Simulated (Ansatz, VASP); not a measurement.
# LuCo3B2: VASP beside Ansatz, part 2 of 2

Wanted: the spread between two codes on one cell, functional and k mesh.

VASP 6.6.1 and Ansatz 0.2.0.

So far: Set-up; VASP: single point, PBEsol, DFT+U.

## 3. Ansatz: single point, PBEsol, DFT+U

Level of this step: Ansatz beside VASP: Kohn-Sham DFT, plane waves, PBEsol, DFT+U (Ansatz).

Ansatz runs on its default PAW (the set named soft_2) files.

The same cell, functional, mesh and smearing now go to Ansatz, which takes its cutoff from its data sets.

Contents of input.yaml:

```yaml
crystal:
  lattice:
    - [4.959, 0.0, 0.0]
    - [-2.4795, 4.2946199774, 0.0]
    - [0.0, 0.0, 3.035]
  atoms:
    - { symbol: Lu, position: [0.0, 0.0, 0.0] }
    - { symbol: Co, position: [0.0, 0.5, 0.5], spin: 1.2 }
    - { symbol: Co, position: [0.5, 0.5, 0.5], spin: 1.2 }
    - { symbol: Co, position: [0.5, 0.0, 0.5], spin: 1.2 }
    - { symbol: B, position: [0.6666666667, 0.3333333333, 0.0] }
    - { symbol: B, position: [0.3333333333, 0.6666666667, 0.0] }
hamiltonian:
  xc: pbesol
  pseudopotentials: { kind: paw }
  hubbard: { sites: [{ species: Co, l: d, u_eff: 2.0 }] }
magnetization:
  spin_polarized: true
  initial_magnetization: 3.6
  spin_locking: { lock_magnetization: hard }
kpoints:
  mp_grid: { grid: [6, 6, 8] }
scf:
  occupations: { method: methfessel_paxton, width: 0.1 }
  n_extra_bands: 8
output:
  forces: true
  stress: true
  eigenvalues: true
```

The run is started by

```
$ ansatz run input.yaml --threads 4 --pin off --max-ram 9216MiB --backend cpu --events-out ev --progress --plain --runs-dir out
```

Numbers of over 12 decimals in the logs are rounded to 6 here.

Log:

```text
Warning: the band count 51 (scf.n_extra_bands) hosts the net moment |M| = 3.6000 μB (N_el = 82) but caps the reachable moment at 2·n_bands − N_el = 20.0000 μB, below the 52 bands that the automatic rule leaves for it — a moment growing past the seed, or the majority channel's smearing tail, pins there with fewer empty majority states than that count leaves; raise or omit scf.n_extra_bands unless the cap is intended
Warning: output.stress: scf.convergence.dr2_threshold = 1e-7 eV (the SCF's general default) is looser than the 6e-10 eV advised for a printed stress (1e-10 eV for each atom of the cell: 6). What an SCF threshold leaves in a stress goes as its square root, and in the free energy as the threshold itself, and one threshold admits the most on a small cell: [figures from the program's tests cut] Set scf.convergence.dr2_threshold to 6e-10 eV or tighter. The threshold is an SCF's pass mark: one that does not reach it within its budget of iterations ends unconverged, or closes short of it on a stop that the run arms, and scf.convergence.dr2_threshold's page says what that costs each kind of run
Lu: projections on atomic orbitals take those of the free atom [Kr 4d10] 4f14 5s2 5p6 5d1 6s2, of charge +0.00 (hamiltonian.pseudopotentials.projection_atoms); the dataset's partial waves leave at most 5.1e-5 of an orbital's norm unspanned inside its sphere
Co: projections on atomic orbitals take those of the free atom [Ne] 3s2 3p6 3d7 4s2, of charge +0.00 (hamiltonian.pseudopotentials.projection_atoms); the dataset's partial waves leave at most 1.4e-6 of an orbital's norm unspanned inside its sphere
B: projections on atomic orbitals take those of the free atom [He] 2s2 2p1, of charge +0.00 (hamiltonian.pseudopotentials.projection_atoms); the dataset's partial waves leave at most 3.0e-9 of an orbital's norm unspanned inside its sphere
scf.n_extra_bands = 8 over 43 filled bands (N_el = 82.0): the run solves 51 bands
Engine: ansatz 0.2.0, aarch64-unknown-linux-gnu
Pseudopotentials: kind: paw
Pseudopotential: Lu, paw, valence charge 25, recommended cutoff 420 eV (normal), Lu.paw.azcp
Pseudopotential: Co, paw, valence charge 17, recommended cutoff 420 eV (normal), Co.paw.azcp
Pseudopotential: B, paw, valence charge 3, recommended cutoff 420 eV (normal), B.paw.azcp
Functional definition: PBEsol
  exchange = pbesol_x
  correlation = pbesol_c
Crystal: 6 atoms, lattice volume = 64.636 Å³
Basis set: ecut = 420 eV, 1289 PW (Γ), exchange–correlation on 72×72×48 points (8 copies of the dense FFT grid, shifted against one another)
Bands: 51, of which v1, the nominal top of the filled ones, is band 41 counted from 1 (40 counted from 0)
Symmetry: 24 space group operations
Space group: P6/mmm (ITA 191), of the structure as read, at distance tolerance 4.0e-5 Å
Magnetic group: BNS 191.233 (UNI 1463), of the structure as read, at distance tolerance 4.0e-5 Å
k-points: 35 of 288
Non-local potential: Lu, projectors of the file, l = 0: 3, l = 1: 2, l = 2: 2, l = 3: 3
Non-local potential: Co, projectors of the file, l = 0: 3, l = 1: 2, l = 2: 3, l = 3: 1
Non-local potential: B, projectors of the file, l = 0: 2, l = 1: 2, l = 2: 1
PAW form: soft (Blöchl's): semilocal exchange-correlation on the pseudo side does not see the compensation charge
PAW frozen core: Lu, regenerated for the run's functional, and the local potential with it (the file was generated under x = pbe(κ = 0.804, μ = 0.219515), c = pbe(β = 0.066725))
PAW frozen core: Co, regenerated for the run's functional, and the local potential with it (the file was generated under x = pbe(κ = 0.804, μ = 0.219515), c = pbe(β = 0.066725))
PAW frozen core: B, regenerated for the run's functional, and the local potential with it (the file was generated under x = pbe(κ = 0.804, μ = 0.219515), c = pbe(β = 0.066725))
PAW one-centre angular grid: Lu, 590 points (default); XC on 64 Gauss nodes
PAW one-centre angular grid: Co, 590 points (default); XC on 64 Gauss nodes
PAW one-centre angular grid: B, 110 points (default); XC on 64 Gauss nodes
Initial density: superposition of atomic densities (chi_scale 0.1, normalization cell, long waves kept (reshape's long-wave potential 0.00 eV rms))
Starting moments: Σ|m| = 3.6 μB on 3 of 6 sites
Initial wavefunctions: pseudopotential atomic-orbital guess
Functional: x = pbesol(κ = 0.804, μ = 0.123457), c = pbesol(β = 0.046)
SCF iter   1: F=—  HF=-30195.627368 eV  |F-HF|=—  |Δ(HF+E_count)|=         —  Δρ=1.32e-1 (↑9.33e-2 ↓1.32e-1)  dr2=2.17e1  dr2_m=2.57e-1  M=3.600 μB ∫|m|=4.024 μB  β_m=0.30  ethr=3.10e-3  ⟨swp⟩=5.9  Hψ=15422  notcnv=0  defer=1
preconditioner: auto → Kerker (q_TF=auto, 2.839 Å⁻¹)  [metal: Δε(μ)=0.005 eV  Ē_g=9.765 eV  σ=0.100 eV  W_gap=0.03  n_scr=26 (ndim 8)  ℏωp=34.6 eV  f_vac=0.000  D(μ)=6.75/eV (n_scr^D=70)]
spin=Collinear: Kerker preconditioning applied to the charge; magnetization (m = ρ↑ − ρ↓) channel mixes plain (no charge-response kernel on spin).
SCF iter   2: F=—  HF=-30193.572640 eV  |F-HF|=—  |Δ(HF+E_count)|=    2.05e0  Δρ=3.95e-2 (↑3.95e-2 ↓2.91e-2)  dr2=1.59e0  dr2_m=1.14e-1  M=3.600 μB ∫|m|=3.668 μB  β_m=0.27  ethr=3.10e-3  ⟨swp⟩=3.7  Hψ=8620  notcnv=0  defer=214
SCF iter   3: F=—  HF=-30193.422104 eV  |F-HF|=—  |Δ(HF+E_count)|=   1.51e-1  Δρ=2.28e-2 (↑1.39e-2 ↓2.28e-2)  dr2=2.44e-1  dr2_m=1.11e-1  M=3.600 μB ∫|m|=3.795 μB  β_m=0.50  ethr=1.94e-3  ⟨swp⟩=3.0  Hψ=7446  notcnv=0  defer=253
SCF iter   4: F=—  HF=-30193.741940 eV  |F-HF|=—  |Δ(HF+E_count)|=   3.20e-1  Δρ=1.85e-2 (↑1.77e-2 ↓1.85e-2)  dr2=5.95e-1  dr2_m=1.29e-2  M=3.600 μB ∫|m|=3.786 μB  β_m=0.65  ethr=2.98e-4  ⟨swp⟩=2.9  Hψ=7058  notcnv=0  defer=253
SCF iter   5: F=—  HF=-30193.735855 eV  |F-HF|=—  |Δ(HF+E_count)|=   6.08e-3  Δρ=4.03e-3 (↑1.52e-3 ↓4.03e-3)  dr2=7.45e-3  dr2_m=2.61e-3  M=3.600 μB ∫|m|=3.899 μB  β_m=0.68  ethr=2.98e-4  ⟨swp⟩=3.0  Hψ=6871  notcnv=0  defer=264
SCF iter   6: F=—  HF=-30193.740941 eV  |F-HF|=—  |Δ(HF+E_count)|=   5.09e-3  Δρ=5.45e-3 (↑2.02e-3 ↓5.45e-3)  dr2=1.98e-2  dr2_m=2.01e-3  M=3.600 μB ∫|m|=3.951 μB  β_m=0.68  ethr=9.08e-6  ⟨swp⟩=2.3  Hψ=6370  notcnv=0  defer=264
SCF iter   7: F=—  HF=-30193.742634 eV  |F-HF|=—  |Δ(HF+E_count)|=   1.69e-3  Δρ=1.50e-3 (↑5.75e-4 ↓1.50e-3)  dr2=2.38e-3  dr2_m=2.92e-4  M=3.600 μB ∫|m|=4.004 μB  β_m=0.71  ethr=9.08e-6  ⟨swp⟩=2.1  Hψ=5918  notcnv=0  defer=264
SCF iter   8: F=—  HF=-30193.742664 eV  |F-HF|=—  |Δ(HF+E_count)|=   3.02e-5  Δρ=6.99e-4 (↑3.77e-4 ↓6.99e-4)  dr2=2.55e-4  dr2_m=1.01e-4  M=3.600 μB ∫|m|=4.001 μB  β_m=0.59  ethr=2.91e-6  ⟨swp⟩=2.8  Hψ=6164  notcnv=0  defer=264
SCF iter   9: F=—  HF=-30193.742327 eV  |F-HF|=—  |Δ(HF+E_count)|=   3.37e-4  Δρ=4.70e-4 (↑4.70e-4 ↓2.28e-4)  dr2=1.20e-4  dr2_m=3.73e-5  M=3.600 μB ∫|m|=4.002 μB  β_m=0.76  ethr=3.12e-7  ⟨swp⟩=3.0  Hψ=7675  notcnv=0  defer=261
SCF iter  10: F=—  HF=-30193.735280 eV  |F-HF|=—  |Δ(HF+E_count)|=         —  Δρ=1.27e-4 (↑7.73e-5 ↓1.27e-4)  dr2=1.80e-5  dr2_m=2.30e-6  M=3.600 μB ∫|m|=4.016 μB  β_m=0.76  ethr=1.46e-7  ⟨swp⟩=2.0  Hψ=5556  notcnv=0  defer=261
Mixer restart at iter 10: flushing history
iteration 10: the input's own smearing fills from here on; a Gaussian of 0.1 eV has filled iterations ahead of it
SCF iter  11: F=—  HF=-30193.735288 eV  |F-HF|=—  |Δ(HF+E_count)|=   8.40e-6  S|Δr|=    0.00e0  Δρ=1.41e-4 (↑1.36e-4 ↓1.41e-4)  dr2=2.80e-5  dr2_m=3.41e-7  M=3.600 μB ∫|m|=4.016 μB  β_m=0.63  ethr=2.19e-8  ⟨swp⟩=2.5  Hψ=6789  notcnv=0  defer=261
SCF iter  12: F=—  HF=-30193.735285 eV  |F-HF|=—  |Δ(HF+E_count)|=   3.29e-6  S|Δr|=    0.00e0  Δρ=1.02e-4 (↑6.27e-5 ↓1.02e-4)  dr2=1.30e-5  dr2_m=4.28e-7  M=3.600 μB ∫|m|=4.017 μB  β_m=0.57  ethr=2.19e-8  ⟨swp⟩=2.5  Hψ=6820  notcnv=0  defer=261
SCF iter  13: F=—  HF=-30193.735285 eV  |F-HF|=—  |Δ(HF+E_count)|=   3.05e-7  S|Δr|=    0.00e0  Δρ=2.77e-5 (↑1.57e-5 ↓2.77e-5)  dr2=1.15e-6  dr2_m=7.45e-8  M=3.600 μB ∫|m|=4.017 μB  β_m=0.42  ethr=1.58e-8  ⟨swp⟩=2.5  Hψ=5748  notcnv=0  defer=261
SCF iter  14: F=-30193.735284 eV  HF=-30193.735284 eV  |F-HF|=4.13e-8  |Δ(HF+E_count)|=   4.32e-7  S|Δr|=    0.00e0  Δρ=7.52e-6 (↑5.16e-6 ↓7.52e-6)  dr2=5.77e-8  dr2_m=6.19e-9  M=3.600 μB ∫|m|=4.017 μB  ethr=1.22e-10  ⟨swp⟩=12.2  Hψ=23568  notcnv=0
SCF 1 converged in 14 iterations: F = -30193.735284 eV  dr2 = 5.77e-8
  greatest PAW one-centre occupation: 1.001 electrons in one spin orbital (limit 2), on the Co atom at site 3 (counted from 0), in its partial waves of l = 1
this state was not tested for a lower state beside it, because cold or Methfessel-Paxton smearing, or corrected tetrahedra, fill the levels in a way that the test cannot read (fill_not_monotonic; see scf.lower_state_search)
SCF converged after 14 iterations
Magnetization: 3.6000 μB (42.8000 up, 39.2000 down)
Absolute magnetization: 4.0238 μB (∫|ρ↑−ρ↓|, with the PAW one-centre terms)
Spin contamination: 0.1563 ħ² per cell (⟨S²⟩ above its minimum at these occupations)
Per-site moments (μB) at R_I (Å): [(-0.064840, 1.181020), (1.213786, 0.860546), (1.213786, 0.860546), (1.213786, 0.860546), (-0.0083456, 0.860546), (-0.0083456, 0.860546)]
Free energy (F): -30193.735284 eV
Harris-Foulkes:  -30193.735284 eV  (|F-HF|=4.13e-8)
Internal energy: -30193.733715 eV  (E = F + TS)
E sigma→0 (E₀):  -30193.734892 eV
Entropy (-TS):   -0.001569 eV (-0.262 meV/atom)
Fermi energy:    17.851676 (↑ 18.313569, ↓ 17.389783) eV
--- Per-component energies (eV) ---
  E_band       = -601.168763
  E_kinetic    = 1886.653296
  E_local      = -15229.353852  (includes V_loc(G=0)·N_el)
  E_nonlocal   = 1971.923701
  E_hartree    = 6429.216727
  E_xc         = -758.461018
  E_vxc        = -953.644584  (∫ρ·V_xc dr)
  E_hubbard    = 4.286659  (on-site DFT+U / exact-exchange correction)
  E_vhub       = -14.797986  (the Hubbard potential's part of the band-sum identity)
  E_paw        = -11855.304907  (= ΣΔE_a)
  E_vpaw       = -1120.378087  (= ΣTr[D̂ρ^β])
  E_aug_tail   = 0.000220  (compensation charges beyond the density's cutoff)
  E_ewald      = -12644.481389
  E_core_change = 1.786847  (= ΣΔE_core)
  E_smearing   = -0.001569  (= −TS)
  E_closure    = 0.000000  (closes the sum)
  Σ components = -30193.735284   (vs F -30193.735284, Δ=0.00e0)
--- Forces (eV/Å), atoms counted from 1 ---
  atom   1  Lu     0.00000000    -0.00000000     0.00000000
  atom   2  Co     0.00000000    -0.00000000     0.00000000
  atom   3  Co     0.00000000     0.00000000     0.00000000
  atom   4  Co     0.00000000     0.00000000     0.00000000
  atom   5  B     -0.00000000    -0.00000000     0.00000000
  atom   6  B     -0.00000000     0.00000000     0.00000000
  max |Σ_I F_I| component: 5.55e-17 eV/Å
--- Stress (GPa, compression-positive) ---
       -1.187560      -0.000000       0.000000
        0.000000      -1.187560       0.000000
        0.000000       0.000000      -1.693299
  P = ⅓ Tr σ = -1.3561 GPa (-13.561 kbar)
--- Band table (eV; the first three rows and the last of 70) ---
  k-point 0 ↑: bands = [... 37 lower, 16.0257, 16.1249, 16.7365, 16.9064, 16.9064, 18.2334, 18.2334, 18.8347, ... 6 higher]
  k-point 1 ↑: bands = [... 37 lower, 15.9228, 16.0795, 16.7379, 17.2665, 17.2665, 17.9801, 18.1002, 18.1002, ... 6 higher]
  k-point 2 ↑: bands = [... 37 lower, 15.7681, 15.9734, 16.7412, 16.7606, 17.5700, 17.5700, 17.6412, 17.6412, ... 6 higher]
  k-point 34 ↓: bands = [... 37 lower, 17.0924, 17.0924, 17.8153, 18.1066, 18.1066, 18.4947, 19.1399, 21.5803, ... 6 higher]
Occupation matrices written to <dir>
```

Run time: 11 s. Hardware: 4 threads of Arm Neoverse V1, shared host; peak memory 0.63 GiB.

Reading the cycles: dr2 is the Hartree energy of the density residual (eV), the measure of convergence; HF is the Harris–Foulkes estimate of the energy, which meets the free energy F at convergence.

The run ends at a pressure of -1.36 GPa.

## 4. Differences

Known differences besides the PAW data sets themselves: U acts on the PAW sphere in VASP and on atomic orbitals in Ansatz, so only states and trends compare; the data sets hold 82 valence electrons in Ansatz (default PAW (the set named soft_2) files) and 58 in VASP; the cutoff is 420 eV in Ansatz and 390 eV in VASP; Ansatz makes its cores anew for this functional, VASP keeps those of its PBE data sets; site moments are counted in spheres of each program's own size. Total energies have different zeros and are not compared.

Compared:

| quantity | Ansatz | VASP | difference |
| --- | --- | --- | --- |
| pressure (GPa) | -1.36 | -4.22 | +2.86 |
| total moment (μB) | 3.60 | 3.60 | 0.00 |
| moment on Co2 (μB) | 1.21 | 1.26 | -0.05 |
| moment on Co3 (μB) | 1.21 | 1.26 | -0.05 |
| moment on Co4 (μB) | 1.21 | 1.26 | -0.05 |
| moment on Lu1 (μB) | -0.07 | -0.10 | +0.04 |

Ansatz's pressure holds a Pulay correction of 0.19 GPa; VASP's holds none.

## 5. Summary of results

```json
{
 "difference in moment on Co2 (single point, PBEsol, DFT+U)": "-0.049 μB"
}
```

What this shows: The difference in moment on Co2 is -0.049 μB (single point, PBEsol, DFT+U). How closely two codes agree says nothing of how well the functional describes the real material.

[Lines on the potential files, build, host, timing and source positions are cut from VASP's logs without a mark.]

[Logs are printed without paths, hosts, clocks, repeated set-up lines and the standing remarks that a program may print on its own settings, such as how far it seeks lower states.]

[Hosts, paths, dates, database ids (printed as entryN), source tags and the programs' standing remarks are cut or masked in the printed files.]
